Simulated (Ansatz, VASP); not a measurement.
# Cross-check of SnSeS between VASP and Ansatz

Wanted: the spread between two codes on one cell, functional and k mesh. The cell is taken from a series of runs on this material, whose earlier steps may have relaxed, scaled, displaced or heated it; both programs get it as it stands.

Calculated with Ansatz 0.2.0; plane waves, with VASP 6.6.1 beside it; PBEsol.

## 1. Starting point

The cell holds 3 atoms: 1 Sn, 1 S and 1 Se. Its edges and angles: a = 3.613 Å, b = 3.613 Å, c = 30.000 Å, α = 90.0°, β = 90.0°, γ = 120.0°. Vacuum lies along c.

Coordinates:

```cif
data_structure
_symmetry_space_group_name_H-M 'P 1'
_symmetry_Int_Tables_number 1
_cell_length_a 3.6128
_cell_length_b 3.6128
_cell_length_c 30.0000
_cell_angle_alpha 90.000
_cell_angle_beta 90.000
_cell_angle_gamma 120.000
_cell_volume 339.11
loop_
_atom_site_label
_atom_site_type_symbol
_atom_site_fract_x
_atom_site_fract_y
_atom_site_fract_z
_atom_site_occupancy
Sn1 Sn 0.00000 0.00000 0.33393 1
S2 S 0.33333 0.66667 0.38364 1
Se3 Se 0.66667 0.33333 0.27910 1
```

## 2. VASP: zone-centre phonons, PBEsol, pair 1

Second derivatives magnify differences that forces hide, and they need a tight electronic threshold.

Lines of VASP's logs that name or quote its potential files are left out, and so is its time.

File INCAR:

```
SYSTEM = SnSeS
PREC = Accurate
ENCUT = 500
EDIFF = 1E-08
NELM = 120
ISMEAR = 0
SIGMA = 0.01
LREAL = .FALSE.
ALGO = Normal
GGA = PS
NBANDS = 19
LORBIT = 11
LWAVE = .FALSE.
LCHARG = .FALSE.
ISIF = 2
IBRION = 8
LASPH = .TRUE.
GGA_COMPAT = .FALSE.
EFERMI = MIDGAP
NELMDL = -8
KPAR = 2
```

File POSCAR:

```
SnSeS
1.0
    3.6127962504      0.0000000000      0.0000000000
   -1.8063981252      3.1287733315      0.0000000000
    0.0000000000      0.0000000000     30.0000000000
Sn S Se
1 1 1
Direct
    0.0000000000      0.0000000000      0.3339310160
    0.3333333333      0.6666666667      0.3836398550
    0.6666666667      0.3333333333      0.2790957959
```

File KPOINTS:

```
Automatic mesh
0
Gamma
9 9 1
0 0 0
```

Potentials, in the order of the species: Sn_d, S and Se (PBE family, release 64).

Launch:

```console
mpirun -np 2 vasp_std
```

Numbers of over 12 decimals in the logs are rounded to 6 here.

The log of the run:

```text
[banner, memory and clock lines left out]
running    2 mpi-ranks, on    1 nodes
 distrk:  each k-point on    1 cores,    2 groups
 distr:  one band on    1 cores,    1 groups

 POSCAR found type information on POSCAR SnS Se
 POSCAR found :  3 types and       3 ions
|                                                                             |
|               ----> ADVICE to this user running VASP <----                  |
|                                                                             |
|     You enforced a specific xc type in the INCAR file but a different       |
|     [... a line on the potential file left out ...]
|     I HOPE YOU KNOW WHAT YOU ARE DOING!                                     |
|                                                                             |

 LDA part: xc-table for (Slater+PW92), standard interpolation
 POSCAR, INCAR and KPOINTS ok, starting setup
 FFT: planning ... GRIDC
 FFT: planning ... GRID_SOFT
 FFT: planning ... GRID
 WAVECAR not read
 entering main loop
       N       E                     dE             d eps       ncg     rms          rms(c)
DAV:   1     0.185182069324E+03    0.18518E+03   -0.10483E+04   544   0.102E+03
DAV:   2     0.905056574557E+01   -0.17613E+03   -0.16979E+03   610   0.224E+02
DAV:   3    -0.132686823943E+02   -0.22319E+02   -0.22257E+02   610   0.929E+01
DAV:   4    -0.138480267972E+02   -0.57934E+00   -0.57868E+00   639   0.180E+01
DAV:   5    -0.138613931712E+02   -0.13366E-01   -0.13364E-01   676   0.269E+00
DAV:   6    -0.138617316591E+02   -0.33849E-03   -0.33849E-03   657   0.340E-01
DAV:   7    -0.138617361662E+02   -0.45071E-05   -0.45070E-05   701   0.411E-02
DAV:   8    -0.138617362779E+02   -0.11163E-06   -0.11154E-06   641   0.598E-03    0.723E+00
DAV:   9    -0.135234751015E+02    0.33826E+00   -0.70627E-01   699   0.958E+00    0.490E+00
DAV:  10    -0.134882710881E+02    0.35204E-01   -0.36394E-01   600   0.457E+00    0.705E-01
DAV:  11    -0.134791438559E+02    0.91272E-02   -0.53066E-02   612   0.243E+00    0.442E-01
DAV:  12    -0.134789564377E+02    0.18742E-03   -0.47553E-03   549   0.433E-01    0.137E-01
DAV:  13    -0.134788597884E+02    0.96649E-04   -0.52557E-04   655   0.216E-01    0.586E-02
DAV:  14    -0.134788022093E+02    0.57579E-04   -0.13284E-04   634   0.834E-02    0.216E-02
[...]
DAV:  23    -0.134790394403E+02   -0.17299E-05   -0.11438E-08   525   0.458E-04    0.313E-04
DAV:  24    -0.134790417232E+02   -0.22829E-05   -0.30048E-08   439   0.567E-04    0.814E-05
DAV:  25    -0.134790431978E+02   -0.14746E-05   -0.24970E-08   472   0.412E-04    0.151E-04
DAV:  26    -0.134790436546E+02   -0.45683E-06   -0.42721E-09   530   0.196E-04    0.535E-05
DAV:  27    -0.134790438792E+02   -0.22453E-06   -0.90849E-10   477   0.137E-04    0.213E-05
DAV:  28    -0.134790439319E+02   -0.52758E-07    0.34477E-10   527   0.543E-05    0.141E-05
DAV:  29    -0.134790439619E+02   -0.29925E-07    0.39149E-10   452   0.428E-05    0.737E-06
DAV:  30    -0.134790439657E+02   -0.38140E-08    0.50069E-10   420   0.273E-05
   1 F= -.13479044E+02 E0= -.13479044E+02  d E =0.000000E+00
 Linear response reoptimize wavefunctions to high precision
DAV:   1    -0.134790439666E+02   -0.96497E-09    0.49834E-10   449   0.182E-05
DAV:   2    -0.134790439666E+02    0.12733E-10    0.51023E-10   361   0.744E-06
 Linear response DOF=           6
 Linear response progress:
  Degree of freedom:   1/  6
       N       E                     dE             d eps       ncg     rms          rms(c)
RMM:   1    -0.206692501718E+00   -0.20669E+00    0.10285E+00  1854   0.144E+01
RMM:   2    -0.212106019453E+00   -0.54135E-02   -0.15325E-02  2821   0.966E-01    0.824E-02
RMM:   3    -0.212061427687E+00    0.44592E-04   -0.12565E-03  3040   0.246E-01    0.459E-02
RMM:   4    -0.211834677486E+00    0.22675E-03   -0.11454E-04  3121   0.798E-02    0.190E-02
RMM:   5    -0.211757093738E+00    0.77584E-04   -0.18819E-05  3150   0.304E-02    0.512E-03
RMM:   6    -0.211762665403E+00   -0.55717E-05   -0.23365E-06  3390   0.117E-02    0.210E-03
RMM:   7    -0.211769701951E+00   -0.70365E-05   -0.56339E-07  3419   0.462E-03    0.440E-04
RMM:   8    -0.211771032404E+00   -0.13305E-05    0.19658E-08  3488   0.194E-03    0.105E-04
RMM:   9    -0.211771447779E+00   -0.41537E-06   -0.76705E-08  3450   0.807E-04    0.431E-05
RMM:  10    -0.211771246787E+00    0.20099E-06   -0.95559E-09  3476   0.355E-04    0.107E-05
RMM:  11    -0.211771269772E+00   -0.22985E-07    0.12763E-08  3527   0.172E-04    0.770E-06
RMM:  12    -0.211771217557E+00    0.52214E-07    0.56083E-09  3385   0.878E-05    0.431E-06
RMM:  13    -0.211771174969E+00    0.42588E-07    0.23191E-09  3505   0.486E-05    0.289E-06
RMM:  14    -0.211771163295E+00    0.11675E-07    0.41173E-09  3295   0.285E-05    0.141E-06
RMM:  15    -0.211771144902E+00    0.18393E-07    0.25247E-09  3156   0.177E-05    0.298E-07
RMM:  16    -0.211771149893E+00   -0.49911E-08   -0.94543E-11  2614   0.114E-05    0.886E-07
 first order change of Fermi-energy   0.57699E+00
 force on displaced ion       1 direction 1 :  -6.406  -0.000  -0.000
 Linear response progress:
  Degree of freedom:   2/  6
       N       E                     dE             d eps       ncg     rms          rms(c)
RMM:   1    -0.240898706419E+00   -0.24090E+00    0.10022E+00   548   0.145E+01
[...]
first order change of Fermi-energy   0.22989E+01
 force on displaced ion       1 direction 3 :   0.000  -0.000 -19.921
 Linear response progress:
  Degree of freedom:   3/  6
       N       E                     dE             d eps       ncg     rms          rms(c)
RMM:   1    -0.101117648394E+00   -0.10112E+00    0.19022E-02  3597   0.189E+00
RMM:   2    -0.100071744233E+00    0.10459E-02   -0.33421E-03  2756   0.404E-01    0.126E-01
RMM:   3    -0.100426376054E+00   -0.35463E-03   -0.46103E-04  2932   0.126E-01    0.552E-02
RMM:   4    -0.100725140282E+00   -0.29876E-03   -0.83785E-05  3087   0.580E-02    0.145E-02
RMM:   5    -0.100794122554E+00   -0.68982E-04   -0.10524E-05  3190   0.194E-02    0.696E-03
RMM:   6    -0.100773372137E+00    0.20750E-04   -0.13898E-06  3177   0.657E-03    0.277E-03
RMM:   7    -0.100785272505E+00   -0.11900E-04   -0.40105E-07  3141   0.243E-03    0.317E-04
RMM:   8    -0.100782665134E+00    0.26074E-05   -0.27863E-07  3362   0.882E-04    0.141E-04
RMM:   9    -0.100782086405E+00    0.57873E-06   -0.69743E-07  3280   0.283E-04    0.411E-05
RMM:  10    -0.100782550602E+00   -0.46420E-06   -0.37482E-07  3424   0.117E-04    0.233E-05
RMM:  11    -0.100782574582E+00   -0.23980E-07    0.45409E-07  3451   0.426E-05    0.518E-06
RMM:  12    -0.100782550994E+00    0.23588E-07   -0.53563E-09  3502   0.167E-05    0.291E-06
RMM:  13    -0.100782556233E+00   -0.52385E-08   -0.70693E-08  2999   0.804E-06    0.947E-07
 first order change of Fermi-energy  -0.98442E-01
 force on displaced ion       2 direction 1 :  -3.547  -0.001  -0.000
 Linear response progress:
  Degree of freedom:   4/  6
       N       E                     dE             d eps       ncg     rms          rms(c)
RMM:   1    -0.144884914984E+00   -0.14488E+00    0.11551E-02  1035   0.204E+00
RMM:   2    -0.141623196563E+00    0.32617E-02   -0.37147E-03   854   0.361E-01    0.185E-01
RMM:   3    -0.141383901037E+00    0.23930E-03   -0.42744E-04   894   0.125E-01    0.760E-02
RMM:   4    -0.141336434022E+00    0.47467E-04   -0.10335E-04   927   0.589E-02    0.333E-02
RMM:   5    -0.141334519891E+00    0.19141E-05   -0.18339E-05   915   0.247E-02    0.121E-02
RMM:   6    -0.141317174796E+00    0.17345E-04   -0.23944E-06   933   0.956E-03    0.392E-03
RMM:   7    -0.141316342485E+00    0.83231E-06   -0.75932E-07   879   0.447E-03    0.807E-04
RMM:   8    -0.141320009385E+00   -0.36669E-05   -0.95369E-08   920   0.183E-03    0.385E-04
RMM:   9    -0.141321205136E+00   -0.11958E-05    0.92610E-09   888   0.643E-04    0.188E-04
RMM:  10    -0.141322282666E+00   -0.10775E-05    0.18755E-07   852   0.677E-04    0.141E-04
RMM:  11    -0.141322777974E+00   -0.49531E-06    0.38619E-08   954   0.323E-04    0.796E-05
RMM:  12    -0.141324132470E+00   -0.13545E-05    0.37665E-07   920   0.390E-04    0.357E-05
RMM:  13    -0.141324411878E+00   -0.27941E-06   -0.15432E-07   960   0.145E-04    0.248E-05
RMM:  14    -0.141324613786E+00   -0.20191E-06    0.66843E-08   885   0.118E-04    0.942E-06
RMM:  15    -0.141324661222E+00   -0.47436E-07    0.27211E-07   949   0.619E-05    0.659E-06
RMM:  16    -0.141324670338E+00   -0.91160E-08    0.12526E-07   915   0.343E-05    0.301E-06
RMM:  17    -0.141324668313E+00    0.20250E-08   -0.69238E-09   916   0.260E-05    0.192E-06
 first order change of Fermi-energy  -0.71563E+00
 force on displaced ion       2 direction 3 :   0.000  -0.000 -10.716
 Linear response progress:
  Degree of freedom:   5/  6
       N       E                     dE             d eps       ncg     rms          rms(c)
RMM:   1    -0.768342645161E-01   -0.76834E-01    0.51411E-02  3579   0.142E+00
RMM:   2    -0.768601177486E-01   -0.25853E-04   -0.24889E-03  2642   0.305E-01    0.870E-02
RMM:   3    -0.771041268506E-01   -0.24401E-03   -0.31337E-04  2966   0.956E-02    0.452E-02
RMM:   4    -0.773838962034E-01   -0.27977E-03   -0.66307E-05  3090   0.507E-02    0.787E-03
RMM:   5    -0.774131021881E-01   -0.29206E-04   -0.52674E-06  3255   0.135E-02    0.381E-03
RMM:   6    -0.774024320325E-01    0.10670E-04   -0.66861E-07  3196   0.455E-03    0.957E-04
RMM:   7    -0.774067152443E-01   -0.42832E-05   -0.12968E-07  3155   0.151E-03    0.350E-04
RMM:   8    -0.774068677225E-01   -0.15248E-06   -0.23742E-08  3367   0.501E-04    0.714E-05
RMM:   9    -0.774068357155E-01    0.32007E-07    0.99348E-08  3292   0.192E-04    0.162E-05
RMM:  10    -0.774067201471E-01    0.11557E-06    0.50742E-08  3451   0.757E-05    0.647E-06
RMM:  11    -0.774067402967E-01   -0.20150E-07   -0.21633E-08  3283   0.260E-05    0.490E-06
RMM:  12    -0.774067497005E-01   -0.94038E-08   -0.12460E-08  3481   0.113E-05    0.737E-07
 first order change of Fermi-energy  -0.47862E+00
 force on displaced ion       3 direction 1 :  -3.663  -0.000   0.000
 Linear response progress:
  Degree of freedom:   6/  6
       N       E                     dE             d eps       ncg     rms          rms(c)
RMM:   1    -0.121206294512E+00   -0.12121E+00    0.55669E-02  1017   0.161E+00
RMM:   2    -0.119256487667E+00    0.19498E-02   -0.25849E-03   825   0.271E-01    0.115E-01
RMM:   3    -0.118992290859E+00    0.26420E-03   -0.34325E-04   890   0.102E-01    0.505E-02
RMM:   4    -0.118932273591E+00    0.60017E-04   -0.58468E-05   922   0.437E-02    0.289E-02
RMM:   5    -0.118914300470E+00    0.17973E-04   -0.26158E-05   900   0.274E-02    0.941E-03
RMM:   6    -0.118906588933E+00    0.77115E-05   -0.30341E-06   951   0.988E-03    0.385E-03
RMM:   7    -0.118906345682E+00    0.24325E-06   -0.65105E-07   908   0.439E-03    0.785E-04
RMM:   8    -0.118909411806E+00   -0.30661E-05   -0.14315E-07   903   0.163E-03    0.736E-04
RMM:   9    -0.118914084406E+00   -0.46726E-05   -0.78475E-08   880   0.125E-03    0.404E-04
RMM:  10    -0.118914591015E+00   -0.50661E-06    0.17779E-07   945   0.414E-04    0.260E-04
RMM:  11    -0.118916941717E+00   -0.23507E-05   -0.22262E-07   862   0.643E-04    0.254E-04
RMM:  12    -0.118917296910E+00   -0.35519E-06   -0.41690E-07   901   0.328E-04    0.734E-05
RMM:  13    -0.118917664774E+00   -0.36786E-06    0.13743E-08   945   0.271E-04    0.559E-05
RMM:  14    -0.118917655735E+00    0.90390E-08    0.18211E-07   908   0.100E-04    0.476E-05
RMM:  15    -0.118917658463E+00   -0.27279E-08   -0.11680E-07   913   0.104E-04    0.862E-06
RMM:  16    -0.118917658873E+00   -0.40979E-09    0.60729E-08   938   0.449E-05    0.821E-06
 first order change of Fermi-energy  -0.15818E+01
 force on displaced ion       3 direction 3 :   0.000  -0.000 -10.839
 Linear response finished
```

From OUTCAR (step 2):

```text
ion  position               nearest neighbor table
   1  0.000  0.000  0.334-   2 2.56   2 2.56   2 2.56   3 2.66   3 2.66   3 2.66
   2  0.333  0.667  0.384-   1 2.56   1 2.56   1 2.56
   3  0.667  0.333  0.279-   1 2.66   1 2.66   1 2.66

  LATTYP: Found a hexagonal cell.
 ALAT       =     3.6127962504
 C/A-ratio  =     8.3038172985

 Subroutine GETGRP returns: Found  6 space group operations
 (whereof  6 operations were pure point group operations)

The static configuration has the point symmetry C_3v.

 Found     12 irreducible k-points:

   k-points           NKPTS =     12   k-points in BZ     NKDIM =     12   number of bands    NBANDS=     19

   dimension x,y,z NGX =    28 NGY =   28 NGZ =  224
   dimension x,y,z NGXF=    56 NGYF=   56 NGZF=  448

   ENCUT  =  500.0 eV  36.75 Ry    6.06 a.u.   6.59  6.59 54.70*2*pi/ulx,y,z

   NELECT =      26.0000    total number of electrons

 k-points in reciprocal lattice and weights: Automatic mesh
   0.00000000  0.00000000  0.00000000       0.012
   0.11111111 -0.00000000  0.00000000       0.074
   0.22222222 -0.00000000  0.00000000       0.074
   0.33333333  0.00000000  0.00000000       0.074
   0.44444444 -0.00000000  0.00000000       0.074
   0.11111111  0.11111111  0.00000000       0.074
   0.22222222  0.11111111  0.00000000       0.148
   0.33333333  0.11111111  0.00000000       0.148
   0.44444444  0.11111111  0.00000000       0.074
   0.22222222  0.22222222  0.00000000       0.074
   0.33333333  0.22222222  0.00000000       0.148
   0.33333333  0.33333333  0.00000000       0.025

 average (electrostatic) potential at core
       1-110.2462       2 -94.6386       3 -60.9699

  Total        2.1399779      2.1399779      0.0267756      0.0000000      0.0000000      0.0000000
  in kB       10.1106960     10.1106960      0.1265058      0.0000000      0.0000000      0.0000000
  external PRESSURE =       6.7826326 kB  Pullay stress =       0.0000000 kB

  energy-cutoff  :      500.00
  volume of cell :      339.11
      direct lattice vectors                 reciprocal lattice vectors
     3.612796250  0.000000000  0.000000000     0.276793910  0.159807038  0.000000000
    -1.806398125  3.128773332  0.000000000     0.000000000  0.319614077  0.000000000
     0.000000000  0.000000000 30.000000000     0.000000000  0.000000000  0.033333333

 POSITION                                       TOTAL-FORCE (eV/Angst)
 -----------------------------------------------------------------------------------
      0.00000      0.00000     10.01793        -0.000000      0.000000      0.015244
     -0.00000      2.08585     11.50920         0.000000     -0.000000      0.007005
      1.80640      1.04292      8.37287         0.000000      0.000000     -0.022250
 -----------------------------------------------------------------------------------
    total drift:                                0.000000      0.000000      0.001082

 Eigenvectors and eigenvalues of the dynamical matrix
 ----------------------------------------------------

   1 f  =   10.346373 THz    65.008177 2PiTHz  345.117845 cm-1    42.789140 meV
             X         Y         Z           dx          dy          dz
      0.000000  0.000000 10.017930    -0.000000   -0.000000   -0.546630
     -0.000000  2.085849 11.509196    -0.000000   -0.000000    0.824518
      1.806398  1.042924  8.372874     0.000000    0.000000    0.146166

   2 f  =    7.013367 THz    44.066286 2PiTHz  233.940751 cm-1    29.004943 meV
             X         Y         Z           dx          dy          dz
      0.000000  0.000000 10.017930    -0.000000   -0.000000    0.428385
     -0.000000  2.085849 11.509196    -0.000000    0.000000    0.425335
      1.806398  1.042924  8.372874     0.000000    0.000000   -0.797230

   3 f  =    5.892016 THz    37.020626 2PiTHz  196.536488 cm-1    24.367408 meV
             X         Y         Z           dx          dy          dz
      0.000000  0.000000 10.017930    -0.532754   -0.000001    0.000000
     -0.000000  2.085849 11.509196     0.837531    0.000001   -0.000000
      1.806398  1.042924  8.372874     0.121305    0.000000   -0.000000

   4 f  =    5.892016 THz    37.020626 2PiTHz  196.536488 cm-1    24.367408 meV
             X         Y         Z           dx          dy          dz
      0.000000  0.000000 10.017930    -0.000001    0.532754   -0.000000
     -0.000000  2.085849 11.509196     0.000001   -0.837531    0.000000
      1.806398  1.042924  8.372874     0.000000   -0.121305   -0.000000

   5 f  =    4.104416 THz    25.788808 2PiTHz  136.908592 cm-1    16.974494 meV
             X         Y         Z           dx          dy          dz
      0.000000  0.000000 10.017930     0.444902    0.000002    0.000000
     -0.000000  2.085849 11.509196     0.399122    0.000001   -0.000000
      1.806398  1.042924  8.372874    -0.801726   -0.000003   -0.000000

   6 f  =    4.104416 THz    25.788808 2PiTHz  136.908592 cm-1    16.974494 meV
             X         Y         Z           dx          dy          dz
      0.000000  0.000000 10.017930    -0.000002    0.444902    0.000000
     -0.000000  2.085849 11.509196    -0.000001    0.399122    0.000000
      1.806398  1.042924  8.372874     0.000003   -0.801726    0.000000

   7 f/i=    0.007679 THz     0.048249 2PiTHz    0.256145 cm-1     0.031758 meV
             X         Y         Z           dx          dy          dz
      0.000000  0.000000 10.017930    -0.005851   -0.719862    0.000000
     -0.000000  2.085849 11.509196    -0.003033   -0.373141    0.000000
      1.806398  1.042924  8.372874    -0.004757   -0.585233    0.000000

   8 f/i=    0.007679 THz     0.048249 2PiTHz    0.256145 cm-1     0.031758 meV
             X         Y         Z           dx          dy          dz
      0.000000  0.000000 10.017930    -0.719862    0.005851   -0.000000
     -0.000000  2.085849 11.509196    -0.373141    0.003033   -0.000000
      1.806398  1.042924  8.372874    -0.585233    0.004757   -0.000000

   9 f/i=    0.009054 THz     0.056889 2PiTHz    0.302016 cm-1     0.037445 meV
             X         Y         Z           dx          dy          dz
      0.000000  0.000000 10.017930     0.000000   -0.000000   -0.719501
     -0.000000  2.085849 11.509196     0.000000   -0.000000   -0.373175
      1.806398  1.042924  8.372874     0.000000   -0.000000   -0.585713

 ELASTIC MODULI CONTR FROM IONIC RELAXATION (kBar)
 Direction    XX          YY          ZZ          XY          YZ          ZX
 --------------------------------------------------------------------------------
 XX         -46.6288    -35.7600   -105.0236      0.0000     18.8198     -0.0000
 YY         -35.7600    -46.6288   -105.0236      0.0000    -18.8198     -0.0000
 ZZ        -105.0236   -105.0236   -268.1078      0.0000     -0.0000     -0.0000
 XY           0.0000      0.0000      0.0000     -5.4344     -0.0000     23.3429
 YZ          18.8198    -18.8198     -0.0000     -0.0000    -68.1642      0.0000
 ZX          -0.0000     -0.0000     -0.0000     23.3429      0.0000   -105.4267
 --------------------------------------------------------------------------------
```

(Continued in part 2 of 3.)

[Lines on the potential files, build, host, timing and source positions are cut from VASP's logs without a mark.]

[Logs are printed without paths, hosts, clocks, repeated set-up lines and the standing remarks that a program may print on its own settings, such as how far it seeks lower states.]

[Hosts, paths, dates, database ids (printed as entryN), source tags and the programs' standing remarks are cut or masked in the printed files.]
